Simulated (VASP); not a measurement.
Here is the system:

```
MnS
1.0
    0.00000     2.81407     2.81407
    2.81407     0.00000     2.81407
    2.81407     2.81407     0.00000
S Mn
1 1
Direct
  0.25000   0.25000   0.25000
  0.00000   0.00000   0.00000
```
Starting moments (μB, in the order of the record's atoms S Mn): 0.0 4.0.

Calculation: PBEsol GGA, VASP's PBE PAW potentials (set 64) (plane waves; VASP). Run with 400 eV cut-off, 7×7×7 Γ-centred mesh, Gaussian smearing of 0.050 eV, potentials S Mn_pv.

Energy and stress use the plane-wave basis of the starting cell. The moments were started parallel, and other spin orders were not tried in this run.

Problem. The ions, cell shape and volume are relaxed. Which structure does the run end with?

Solution. 
```
MnS
1.0
    0.00000     2.73695     2.73695
    2.73695     0.00000     2.73695
    2.73695     2.73695     0.00000
S Mn
1 1
Direct
  0.25000   0.25000   0.25000
  0.00000   0.00000   0.00000
```
Space group F-43m (216), at a tolerance of 0.03 Å. The cell ends with 4.66 μB, on the sites 0.06 4.14 μB.

Problem. How do energy and volume change from the first to the last step?

Solution. The energy (σ→0) changes by -18.4 meV/atom and the volume by -8.0 %, in 5 ionic steps.

The structure was generated: MnS was put into the zincblende type (F-43m), which need not be its known phase. This run relaxes it. Symmetry was kept, so distortions that lower it aren't found.
